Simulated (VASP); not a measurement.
Here is a VASP 6.6.1 calculation.

POSCAR

```
Na2ZrS2
1.0
   -2.4761800000      2.4761800000      4.0403500000
    2.4761800000     -2.4761800000      4.0403500000
    2.4761800000      2.4761800000     -4.0403500000
Na Zr S
2 1 2
Direct
    0.3567700000      0.3567700000      0.0000000000
    0.6432300000      0.6432300000      0.0000000000
    0.0000000000      0.0000000000      0.0000000000
    0.7500000000      0.2500000000      0.5000000000
    0.2500000000      0.7500000000      0.5000000000
```

INCAR.step1

```
SYSTEM = Na2ZrS2
AGGAC = 1.0 ; AGGAX = 1.0
ALDAC = 0.0 ; ALDAX = 1.0
ALGO = Fast ; EDIFF = 1E-7
ENCUT = 520 ; GGA = B5
ISIF = 2 ; ISMEAR = -1
LASPH = .TRUE. ; LCHARG = .TRUE.
LMAXMIX = 4 ; LREAL = .FALSE.
LWAVE = .FALSE. ; NELM = 80
PREC = Accurate ; SIGMA = 0.05
```

The input KPOINTS.step1:

```
k-points
0
G
  6 6 6
  0 0 0
```

INCAR.step2

```
SYSTEM = Na2ZrS2
AGGAC = 1.0 ; AGGAX = 1.0
ALDAC = 0.0 ; ALDAX = 1.0
ALGO = Fast ; EDIFF = 1E-7
ENCUT = 520 ; GGA = B5
ICHARG = 11 ; ISIF = 2
ISMEAR = 0 ; LASPH = .TRUE.
LCHARG = .FALSE. ; LMAXMIX = 4
LREAL = .FALSE. ; LWAVE = .FALSE.
NELM = 80 ; PREC = Accurate
SIGMA = 0.05
```

File KPOINTS.step2:

```
path GXYSGZS1NPY1Z,XP
15
line-mode
reciprocal
 0.0000000000  0.0000000000  0.0000000000  G
 0.0000000000  0.0000000000  0.5000000000  X

 0.0000000000  0.0000000000  0.5000000000  X
-0.1878003734  0.1878003734  0.5000000000  Y

-0.1878003734  0.1878003734  0.5000000000  Y
-0.3439001867  0.3439001867  0.3439001867  S

-0.3439001867  0.3439001867  0.3439001867  S
 0.0000000000  0.0000000000  0.0000000000  G

 0.0000000000  0.0000000000  0.0000000000  G
 0.5000000000  0.5000000000 -0.5000000000  Z

 0.5000000000  0.5000000000 -0.5000000000  Z
 0.3439001867  0.6560998133 -0.3439001867  S1

 0.3439001867  0.6560998133 -0.3439001867  S1
 0.0000000000  0.5000000000  0.0000000000  N

 0.0000000000  0.5000000000  0.0000000000  N
 0.2500000000  0.2500000000  0.2500000000  P

 0.2500000000  0.2500000000  0.2500000000  P
 0.5000000000  0.5000000000 -0.1878003734  Y1

 0.5000000000  0.5000000000 -0.1878003734  Y1
 0.5000000000  0.5000000000 -0.5000000000  Z

 0.0000000000  0.0000000000  0.5000000000  X
 0.2500000000  0.2500000000  0.2500000000  P
```

Potentials or basis: VASP PAW PBE potentials, release 64 (Na_pv, Zr_sv, S).

Launch:

```sh
$ cat potpaw_PBE.64/Na_pv/POTCAR potpaw_PBE.64/Zr_sv/POTCAR potpaw_PBE.64/S/POTCAR > POTCAR
$ cp INCAR.step1 INCAR
$ cp KPOINTS.step1 KPOINTS
$ mpirun -np 1 vasp_std > vasp.out
$ cp INCAR.step2 INCAR
$ cp KPOINTS.step2 KPOINTS
$ mpirun -np 1 vasp_std > vasp.out
```

Question: Predict the band gap along the path.

Answer: None (metal or under the smearing width).

Levels at the corners of the path, in eV from the Fermi level:
```csv
point,band 16,band 17,band 18,band 19,band 20,band 21,band 22,band 23
Γ,-2.88,-1.81,-1.81,-0.76,-0.04,0.45,1.96,1.96
X,-2.94,-1.90,-1.39,-0.68,0.32,0.80,1.36,1.64
X,-2.94,-1.90,-1.39,-0.68,0.32,0.80,1.36,1.64
Y,-2.76,-2.75,-1.55,-0.21,0.30,0.77,0.87,1.56
Y,-2.76,-2.75,-1.55,-0.21,0.30,0.77,0.87,1.56
S,-2.87,-2.67,-2.29,0.00,0.23,0.59,1.10,1.27
S,-2.87,-2.67,-2.29,0.00,0.23,0.59,1.10,1.27
Γ,-2.88,-1.81,-1.81,-0.76,-0.04,0.45,1.96,1.97
Γ,-2.88,-1.81,-1.81,-0.76,-0.04,0.45,1.96,1.96
Z,-2.18,-2.18,-1.93,-0.57,0.33,0.52,1.10,1.10
Z,-2.18,-2.18,-1.93,-0.57,0.33,0.52,1.10,1.10
S1,-2.87,-2.67,-2.29,0.00,0.23,0.59,1.10,1.27
S1,-2.87,-2.67,-2.29,0.00,0.23,0.59,1.10,1.27
N,-3.59,-3.25,-3.17,-0.06,0.05,0.78,1.76,1.89
N,-3.59,-3.25,-3.17,-0.06,0.05,0.78,1.75,1.88
P,-3.47,-1.84,-1.47,-0.23,0.31,1.01,1.01,1.41
P,-3.47,-1.84,-1.47,-0.23,0.31,1.01,1.01,1.40
Y1,-2.76,-2.75,-1.55,-0.21,0.30,0.77,0.87,1.57
Y1,-2.76,-2.75,-1.55,-0.21,0.30,0.77,0.87,1.56
Z,-2.18,-2.18,-1.93,-0.57,0.33,0.52,1.10,1.10
X,-2.94,-1.90,-1.39,-0.68,0.32,0.80,1.36,1.64
P,-3.47,-1.84,-1.47,-0.23,0.31,1.01,1.01,1.40
```

Caveat: the log is that of the step along the path at fixed density, whose energy, stress, charges and moments have no meaning.
